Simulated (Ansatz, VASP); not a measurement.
## Cross-check of Ir (Iridium) between VASP and Ansatz

Aim: how closely do two programs agree when they are given the same cell, functional and k mesh? The cell is taken from a series of VASP runs on this material, whose earlier steps may have relaxed, scaled or displaced it; both programs get it as it stands.

Program: Ansatz 0.2.0. Level of theory: plane waves, with VASP 6.6.1 beside it; band structure at PBE. Results are calculated unless marked as measured.

## Step 1: The structure

Symmetry: Fm-3m, No. 225, cubic system. The conventional cell has a = 3.788 Å, b = 3.788 Å, c = 3.788 Å, α = 90.00°, β = 90.00°, γ = 90.00°. Ir has 12 Ir at 2.68 Å nearest.

As a file:

```
Ir
1.0
     0.00000    1.89375    1.89375
     1.89375    0.00000    1.89375
     1.89375    1.89375    0.00000
Ir
1
Direct
  0.00000 0.00000 0.00000
```

## Step 2: VASP: band structure, PBE

A single point gives forces, pressure and levels at one fixed geometry, so differences don't come from the geometry; what else differs is listed under the comparison.

Lines of VASP's logs that name or quote its potential files are left out, and so is its time.

File INCAR:

```
SYSTEM = Ir
PREC = Accurate
ENCUT = 400
EDIFF = 1E-06
NELM = 100
ISMEAR = -1
SIGMA = 0.05
LREAL = .FALSE.
ALGO = Normal
GGA = PE
NBANDS = 15
LASPH = .TRUE.
LORBIT = 11
LWAVE = .FALSE.
LCHARG = .FALSE.
KPAR = 2
```

File POSCAR:

```
Ir
1.0
    0.0000000000      1.8937549276      1.8937549276
    1.8937549276      0.0000000000      1.8937549276
    1.8937549276      1.8937549276      0.0000000000
Ir
1
Direct
    0.0000000000      0.0000000000      0.0000000000
```

File KPOINTS:

```
Automatic mesh
0
Gamma
17 17 17
0 0 0
```

File KPOINTS_OPT:

```
Line mode
16
Line-mode
Reciprocal
  0.00000000   0.00000000   0.00000000 GAMMA
  0.50000000   0.00000000   0.50000000 X

  0.50000000   0.00000000   0.50000000 X
  0.50000000   0.25000000   0.75000000 W

  0.50000000   0.25000000   0.75000000 W
  0.37500000   0.37500000   0.75000000 K

  0.37500000   0.37500000   0.75000000 K
  0.00000000   0.00000000   0.00000000 GAMMA

  0.00000000   0.00000000   0.00000000 GAMMA
  0.50000000   0.50000000   0.50000000 L

  0.50000000   0.50000000   0.50000000 L
  0.62500000   0.25000000   0.62500000 U

  0.62500000   0.25000000   0.62500000 U
  0.50000000   0.25000000   0.75000000 W

  0.50000000   0.25000000   0.75000000 W
  0.50000000   0.50000000   0.50000000 L

  0.50000000   0.50000000   0.50000000 L
  0.37500000   0.37500000   0.75000000 K

  0.62500000   0.25000000   0.62500000 U
  0.50000000   0.00000000   0.50000000 X
```

The projector-augmented-wave data sets are Ir (PBE family, release 64).

Launch:

```console
$ mpirun -np 2 vasp_std
```

Numbers of over 12 decimals in the logs are rounded to 6 here.

The log of the run:

```text
[banner, memory and clock lines left out]
running    2 mpi-ranks, on    1 nodes
 distrk:  each k-point on    1 cores,    2 groups
 distr:  one band on    1 cores,    1 groups

 POSCAR found type information on POSCAR Ir
 POSCAR found :  1 types and       1 ions
 LDA part: xc-table for (Slater+PW92), standard interpolation
 POSCAR, INCAR and KPOINTS ok, starting setup
 FFT: planning ... GRIDC
 FFT: planning ... GRID_SOFT
 FFT: planning ... GRID
 WAVECAR not read
 entering main loop
       N       E                     dE             d eps       ncg     rms          rms(c)
DAV:   1     0.424573600336E+02    0.42457E+02   -0.33985E+03  5044   0.437E+02
DAV:   2    -0.835062356512E+01   -0.50808E+02   -0.47377E+02  6140   0.144E+02
DAV:   3    -0.931174637565E+01   -0.96112E+00   -0.95881E+00  6651   0.211E+01
DAV:   4    -0.931702083121E+01   -0.52745E-02   -0.52724E-02  5937   0.155E+00
DAV:   5    -0.931707921689E+01   -0.58386E-04   -0.58367E-04  6607   0.148E-01    0.170E+01
DAV:   6    -0.887939852688E+01    0.43768E+00   -0.53995E-01  7022   0.680E+00    0.727E+00
DAV:   7    -0.878545512095E+01    0.93943E-01   -0.23745E-01  7431   0.401E+00    0.144E+00
DAV:   8    -0.878323839871E+01    0.22167E-02   -0.30239E-03  5762   0.387E-01    0.113E+00
DAV:   9    -0.877899303486E+01    0.42454E-02   -0.25463E-03  7008   0.535E-01    0.812E-02
DAV:  10    -0.877898139479E+01    0.11640E-04   -0.29056E-05  6010   0.330E-02    0.248E-02
DAV:  11    -0.877898359230E+01   -0.21975E-05   -0.33774E-06  6893   0.140E-02    0.191E-03
DAV:  12    -0.877898332387E+01    0.26843E-06   -0.52356E-08  4589   0.159E-03
   1 F= -.87789833E+01 E0= -.87756442E+01  d E =-.667818E-02
 Start KPOINTS_OPT (optional k-point list driver)
k-point batch [1-160\160]
       N       E                     dE             ncg
DAV:   1     0.169425252800E+05   -0.38318E+05     4863
DAV:   2     0.933639948151E+04   -0.76061E+04     5864
DAV:   3     0.919983718437E+04   -0.13656E+03     6648
DAV:   4     0.919913134181E+04   -0.70584E+00     5486
DAV:   5     0.919912449108E+04   -0.68507E-02     6594
DAV:   6     0.919912438409E+04   -0.10699E-03     5692
DAV:   7     0.919912438242E+04   -0.16688E-05     5876
DAV:   8     0.919912438233E+04   -0.92856E-07     4292
```

Parts of OUTCAR (step 2):

```text
ion  position               nearest neighbor table
   1  0.000  0.000  0.000-

  LATTYP: Found a face centered cubic cell.
 ALAT       =     3.7875098552

 Subroutine GETGRP returns: Found 48 space group operations
 (whereof 48 operations were pure point group operations)

The static configuration has the point symmetry O_h .

 Found    165 irreducible k-points:

   k-points           NKPTS =    165   k-points in BZ     NKDIM =    165   number of bands    NBANDS=     15

   dimension x,y,z NGX =    18 NGY =   18 NGZ =   18
   dimension x,y,z NGXF=    36 NGYF=   36 NGZF=   36

   ENCUT  =  400.0 eV  29.40 Ry    5.42 a.u.   4.37  4.37  4.37*2*pi/ulx,y,z

   NELECT =       9.0000    total number of electrons

 k-points in reciprocal lattice and weights: Automatic mesh
   0.00000000  0.00000000  0.00000000       0.000
   0.05882353  0.00000000  0.00000000       0.002
   0.11764706  0.00000000  0.00000000       0.002
   0.17647059  0.00000000  0.00000000       0.002
   0.23529412  0.00000000  0.00000000       0.002
   0.29411765  0.00000000  0.00000000       0.002
   0.35294118  0.00000000  0.00000000       0.002
   0.41176471  0.00000000  0.00000000       0.002
   0.47058824  0.00000000  0.00000000       0.002
[...]
-0.29411765  0.47058824  0.17647059       0.005
  -0.29411765  0.47058824  0.23529412       0.005

 average (electrostatic) potential at core
       1 -48.1101

 E-fermi :  11.0231

 k-point     1 :       0.0000    0.0000    0.0000
  band No.  band energies     occupation
    ...
      2       6.9923      2.00000
      3       6.9923      2.00000
      4       6.9923      2.00000
      5       9.8600      2.00000
      6       9.8600      2.00000
      7      25.3648      0.00000
      8      31.1957      0.00000
      9      31.1957      0.00000
     10      31.1957      0.00000
     11      36.1658      0.00000
    ...

 k-point     2 :       0.0588    0.0000    0.0000
  band No.  band energies     occupation
    ...
      2       6.9036      2.00000
      3       7.0634      2.00000
      4       7.0634      2.00000
      5       9.8124      2.00000
      6       9.8124      2.00000
      7      25.6493      0.00000
      8      30.3584      0.00000
      9      31.4657      0.00000
     10      31.4657      0.00000
     11      37.1576      0.00000
    ...

 k-point     3 :       0.1176    0.0000    0.0000
  band No.  band energies     occupation
    ...
      2       6.6817      2.00000
      3       7.2458      2.00000
      4       7.2458      2.00000
      5       9.7132      2.00000
      6       9.7132      2.00000
      7      26.4200      0.00000
      8      28.7833      0.00000
      9      32.2482      0.00000
     10      32.2482      0.00000
     11      38.6818      0.00000
    ...

  Total        2.3443440      2.3443440      2.3443440      0.0000000     -0.0000000      0.0000000
  in kB      276.5225825    276.5225825    276.5225825      0.0000000     -0.0000000      0.0000000
  external PRESSURE =     276.5225825 kB  Pullay stress =       0.0000000 kB

  energy-cutoff  :      400.00
  volume of cell :       13.58
      direct lattice vectors                 reciprocal lattice vectors
     0.000000000  1.893754928  1.893754928    -0.264025716  0.264025716  0.264025716
     1.893754928  0.000000000  1.893754928     0.264025716 -0.264025716  0.264025716
     1.893754928  1.893754928  0.000000000     0.264025716  0.264025716 -0.264025716

 POSITION                                       TOTAL-FORCE (eV/Angst)
 -----------------------------------------------------------------------------------
      0.00000      0.00000      0.00000         0.000000     -0.000000     -0.000000
 -----------------------------------------------------------------------------------
    total drift:                               -0.000000      0.000000     -0.000000

  FREE ENERGIE OF THE ION-ELECTRON SYSTEM (eV)
  ---------------------------------------------------
  free  energy   TOTEN  =        -8.7789833239 eV

  energy  without entropy=       -8.7723051399  energy(sigma->0) =       -8.77564423

 total charge
# of ion       s       p       d       tot
------------------------------------------
    1        0.700   0.801   7.043   8.544

[... 3 further parts left out ...]
```

The run ends at a pressure of 27.65 GPa.

## Step 3: Ansatz: band structure, PBE

Ansatz runs on its default PAW (the set named soft_2) files.

The same cell, functional, mesh and smearing now go to Ansatz, which takes its cutoff from its data sets.

File input.yaml:

```yaml
crystal:
  lattice:
    - [0.0, 1.8937549276, 1.8937549276]
    - [1.8937549276, 0.0, 1.8937549276]
    - [1.8937549276, 1.8937549276, 0.0]
  atoms:
    - { symbol: Ir, position: [0.0, 0.0, 0.0] }
hamiltonian:
  xc: pbe
  pseudopotentials: { kind: paw }
kpoints:
  mp_grid: { grid: [17, 17, 17] }
  band_path:
    path:
      - [0.0, 0.0, 0.0]
      - [0.16667, 0.0, 0.16667]
      - [0.33333, 0.0, 0.33333]
      - [0.5, 0.0, 0.5]
      - [0.5, 0.08333, 0.58333]
      - [0.5, 0.18333, 0.68333]
      - [0.5, 0.25, 0.75]
      - [0.45, 0.3, 0.75]
      - [0.40833, 0.34167, 0.75]
      - [0.35, 0.35, 0.7]
      - [0.225, 0.225, 0.45]
      - [0.075, 0.075, 0.15]
      - [0.03333, 0.03333, 0.03333]
      - [0.23333, 0.23333, 0.23333]
      - [0.4, 0.4, 0.4]
      - [0.51667, 0.46667, 0.51667]
      - [0.55833, 0.38333, 0.55833]
      - [0.60833, 0.28333, 0.60833]
      - [0.60833, 0.25, 0.64167]
      - [0.55833, 0.25, 0.69167]
      - [0.51667, 0.25, 0.73333]
      - [0.5, 0.3, 0.7]
      - [0.5, 0.38333, 0.61667]
      - [0.5, 0.48333, 0.51667]
      - [0.475, 0.475, 0.55]
      - [0.425, 0.425, 0.65]
      - [0.38333, 0.38333, 0.73333]
      - [0.59167, 0.18333, 0.59167]
      - [0.55, 0.1, 0.55]
      - [0.5, 0.0, 0.5]
    npoints: 1
scf:
  occupations: { method: fermi_dirac, width: 0.05 }
  n_extra_bands: 6
output:
  forces: true
  stress: true
  eigenvalues: true
  write_density: true
  write_potential: true
  elf: true
  volumetric_format: npy
```

Launch:

```console
$ ansatz run input.yaml --threads 2 --pin off --max-ram 4608MiB --backend cpu --events-out ev --progress --plain --runs-dir out
```

The log of the run:

```text
scf.n_extra_bands = 6 over 9 filled bands (N_el = 17.0): the run solves 15 bands
Engine: ansatz 0.2.0, aarch64-unknown-linux-gnu
Pseudopotentials: kind: paw
Pseudopotential: Ir, paw, valence charge 17, recommended cutoff 420 eV (normal), Ir.paw.azcp
Functional definition: PBE
  parameter kappa = 0.804
  parameter beta = 0.066725
  exchange = pbe_x(kappa = kappa, mu = beta*pi^2/3)
  correlation = pbe_c(beta = beta)
Crystal: 1 atoms, lattice volume = 13.583 Å³
Basis set: ecut = 420 eV, 283 PW (Γ), exchange–correlation on 36×36×36 points (8 copies of the dense FFT grid, shifted against one another)
Bands: 15, of which v1, the nominal top of the filled ones, is band 9 counted from 1 (8 counted from 0)
Symmetry: 48 space group operations
Space group: Fm-3m (ITA 225), of the structure as read, at distance tolerance 2.4e-5 Å
k-points: 165 of 4913
Non-local potential: Ir, projectors of the file, l = 0: 3, l = 1: 2, l = 2: 2, l = 3: 1
PAW form: soft (Blöchl's): semilocal exchange-correlation on the pseudo side does not see the compensation charge
PAW one-centre angular grid: Ir, 590 points (default); XC on 64 Gauss nodes
Initial density: superposition of atomic densities (neutral atoms: chi_scale 0, normalization atom), corrected by the library's trained network
Initial wavefunctions: pseudopotential atomic-orbital guess
Functional: x = pbe(κ = 0.804, μ = 0.219515), c = pbe(β = 0.066725)
SCF iter   1: F=—  HF=-11935.242611 eV  |F-HF|=—  |Δ(HF+E_count)|=         —  Δρ=4.58e-3  dr2=5.57e-4  ethr=1.77e-3  ⟨swp⟩=5.1  Hψ=13033  notcnv=0  defer=82
preconditioner: auto → none  [metal: Δε(μ)=0.069 eV  Ē_g=18.809 eV  σ=0.050 eV  W_gap=0.32  n_scr=0 (ndim 8)  ℏωp=30.2 eV  f_vac=0.000  D(μ)=0.79/eV (n_scr^D=8)]
SCF iter   2: F=—  HF=-11935.242769 eV  |F-HF|=—  |Δ(HF+E_count)|=   1.58e-4  Δρ=2.34e-3  dr2=1.46e-4  ethr=3.28e-6  ⟨swp⟩=1.9  Hψ=4158  notcnv=0  defer=103
SCF iter   3: F=—  HF=-11935.242969 eV  |F-HF|=—  |Δ(HF+E_count)|=   2.01e-4  Δρ=8.23e-4  dr2=2.47e-5  ethr=8.56e-7  ⟨swp⟩=2.0  Hψ=3020  notcnv=0  defer=103
SCF iter   4: F=—  HF=-11935.242998 eV  |F-HF|=—  |Δ(HF+E_count)|=   2.84e-5  Δρ=1.48e-4  dr2=2.20e-6  ethr=1.45e-7  ⟨swp⟩=2.8  Hψ=3569  notcnv=0  defer=103
iter 5 did not close the SCF: its close was put off for the readings that it lacked (scf_convergence_deferred on its scf_iter line)
SCF iter   5: F=-11935.242997 eV  HF=-11935.242997 eV  |F-HF|=7.12e-9  |Δ(HF+E_count)|=   4.17e-7  Δρ=2.01e-5  dr2=2.67e-8  ethr=1.30e-8  ⟨swp⟩=2.2  Hψ=3028  notcnv=0  defer=103
SCF iter   6: F=-11935.242997 eV  HF=-11935.242997 eV  |F-HF|=9.82e-11  |Δ(HF+E_count)|=   2.60e-9  Δρ=1.26e-6  dr2=1.78e-10  ethr=1.57e-10  ⟨swp⟩=8.1  Hψ=12952  notcnv=0
SCF 1 converged in 6 iterations: F = -11935.242997 eV  dr2 = 1.78e-10
  greatest PAW one-centre occupation: 1.000 electrons in one spin orbital (limit 2), on the Ir atom at site 0 (counted from 0), in its partial waves of l = 0
NSCF: frozen V_eff on 30 k-points
SCF converged after 6 iterations
Free energy (F): -11935.242997 eV
Harris-Foulkes:  -11935.242997 eV  (|F-HF|=9.82e-11)
Internal energy: -11935.236355 eV  (E = F + TS)
E sigma→0 (E₀):  -11935.239676 eV
Entropy (-TS):   -0.006642 eV (-6.642 meV/atom)
Fermi energy:    27.063398 eV
--- Per-component energies (eV) ---
  E_band       = -62.840540
  E_kinetic    = 625.522282
  E_local      = -1016.702249  (includes V_loc(G=0)·N_el)
  E_nonlocal   = 72.742033
  E_hartree    = 394.612768
  E_xc         = -268.993808
  E_vxc        = -301.490857  (∫ρ·V_xc dr)
  E_paw        = -9223.626334  (= ΣΔE_a)
  E_vpaw       = -232.136877  (= ΣTr[D̂ρ^β])
  E_aug_tail   = 0.000056  (compensation charges beyond the density's cutoff)
  E_ewald      = -2518.791104
  E_smearing   = -0.006642  (= −TS)
  E_closure    = 0.000000  (closes the sum)
  Σ components = -11935.242997   (vs F -11935.242997, Δ=0.00e0)
--- Forces (eV/Å), atoms counted from 1 ---
  atom   1  Ir     0.00000000     0.00000000     0.00000000
  max |Σ_I F_I| component: 6.16e-32 eV/Å
--- Stress (GPa, compression-positive) ---
       26.708881      -0.000000      -0.000000
       -0.000000      26.708881       0.000000
       -0.000000       0.000000      26.708881
  P = ⅓ Tr σ = 26.7089 GPa (267.089 kbar)
--- Band table (eV; the first three rows and the last of 165) ---
  k-point 0: bands = [... 5 lower, 23.0310, 23.0310, 23.0310, 25.9025, 25.9025, 40.6453, 46.3854, 46.3854, ... 2 higher]
  k-point 1: bands = [... 5 lower, 22.9413, 23.1018, 23.1018, 25.8541, 25.8541, 40.9311, 45.6566, 46.6589, ... 2 higher]
  k-point 2: bands = [... 5 lower, 22.7171, 23.2835, 23.2835, 25.7529, 25.7529, 41.7055, 44.2227, 47.4544, ... 2 higher]
  k-point 164: bands = [... 5 lower, 21.7121, 22.2425, 25.2895, 28.6859, 34.9774, 36.7465, 36.9673, 41.0893, ... 2 higher]
```

Elapsed: 3.8 s, on 2 threads of Arm Neoverse N1, shared host; peak memory 0.28 GiB.

## Step 4: Comparison

Known differences besides the potentials themselves: the data sets hold 17 valence electrons in Ansatz (default PAW (the set named soft_2) files) and 9 in VASP; the cutoff is 420 eV in Ansatz and 400 eV in VASP. Total energies have different zeros and are not compared.

Compared:

```tsv
quantity	Ansatz	VASP	difference
pressure (GPa)	26.71	27.65	-0.94
pressure without Ansatz's Pulay correction (GPa)	26.61	27.65	-1.04
```

Levels from 3 eV below to 2 eV above the Fermi level differ by 10 meV r.m.s. and 18 meV at most; each VASP level is matched to the nearest of Ansatz, which flatters the figure a little. Ansatz's pressure holds a Pulay correction of 0.10 GPa; VASP's holds none.

## Step 5: What the set-up changes

Further runs change the set-up of one program: Ansatz's method, potentials or start, or VASP's data sets, cutoff or form of LDA. The table gives Ansatz less VASP for each quantity, since a change that brings one quantity closer may part another.

```tsv
run	pressure (GPa)
as above	-0.94
Ansatz's all-electron LAPW method	-1.0
```

## Step 6: Summary of results

```yaml
r_m_s_difference_of_levels_near_the_fermi_level_band_structure_pbe: 9.9 meV
difference_in_pressure_band_structure_pbe: -0.94 GPa
```

The difference in pressure is -0.94 GPa (band structure, PBE), within the 1 GPa picked in this series as the mark of a large difference. For band structure, PBE, no further run moves any of the tabulated differences by more than a quarter of its size. Such differences can come from data sets, numerical settings and the points named under the comparisons, not from the functional's error against experiment.

[Lines on the potential files, build, host, timing and source positions are cut from VASP's logs without a mark.]

[Logs are printed without paths, hosts, clocks, repeated set-up lines and the standing remarks that a program may print on its own settings, such as how far it seeks lower states.]

[Hosts, paths, dates, database ids (printed as entryN), source tags and the programs' standing remarks are cut or masked in the printed files.]
